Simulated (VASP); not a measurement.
Runs of VASP 6.6.1 on MoS2. It takes space group P6_3/mmc (No. 194, hexagonal). Conventional cell: a = 3.169 Å, b = 3.169 Å, c = 12.127 Å, α = 90.00°, β = 90.00°, γ = 120.00°. Mo (site symmetry -6m2) is surrounded by 6 S at 2.41 Å. S (site symmetry 3m) is surrounded by 3 Mo at 2.41 Å. 

```tsv
level	potentials or basis	gap on the mesh (eV)	pressure (GPa)	largest force (eV/Å)
LDA	VASP PAW LDA potentials, release 64 (Mo_sv, S)	0.75	-3.0	-
rev-vdW-DF2	VASP PAW PBE potentials, release 64 (Mo_sv, S)	(a)	0.5	0.02
optB88-vdW	VASP PAW PBE potentials, release 64 (Mo_sv, S)	0.79	2.3	-
PBE+D3(BJ)	VASP PAW PBE potentials, release 64 (Mo_sv, S)	0.81	-1.4	0.01
```

Alike in all rows: task relaxation of the atoms; no spin polarisation; cell atoms relaxed; k mesh 12 × 12 × 3; cutoff (eV) 520; smearing gaussian 0.05 eV.

Problem. Estimate the missing entries.

Solution. (a) 0.77.

Caveats: an odd mesh through Γ misses points on the zone boundary, where band edges often lie; the PAW data sets were made with another functional, which shifts forces and pressure a little (some runs).

A k mesh can miss the band edges, and the runs leave out spin-orbit coupling on Mo.

Not every run made on this cell is shown here.
